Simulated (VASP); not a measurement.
Data:

```
InAs
1.0
    3.43582     0.00000     0.00000
    0.00000     3.43582     0.00000
    0.00000     0.00000     3.43582
In As
1 1
Direct
  0.00000   0.00000   0.00000
  0.50000   0.50000   0.50000
```

Computed with PBEsol GGA, VASP's PBE PAW potentials (set 64) (plane waves; VASP). Numerical set-up: 500 eV cut-off, 11×11×11 Γ-centred mesh, first-order Methfessel-Paxton smearing of 0.10 eV, potentials In_d As.

Unless said otherwise, spin-orbit coupling is left out, though it shifts the bands of the heavy elements here.

Problem. Estimate the energy per atom (σ→0), pressure, band gap (on the k-mesh) with the smallest direct gap where there is one.

Solution. 
```
Quantity                                                     Value
------------------------  ----------------------------------------
band gap (on the k-mesh)  none (metal, semimetal or under 0.01 eV)
energy per atom (σ→0)                               -3.872 eV/atom
pressure                                                  5.01 GPa
```

The absolute energy has meaning only against runs of the same code, potentials and settings.

The structure was generated: InAs was put into the CsCl type type (Pm-3m), which need not be its known phase. It was relaxed first under an external pressure of 5 GPa.
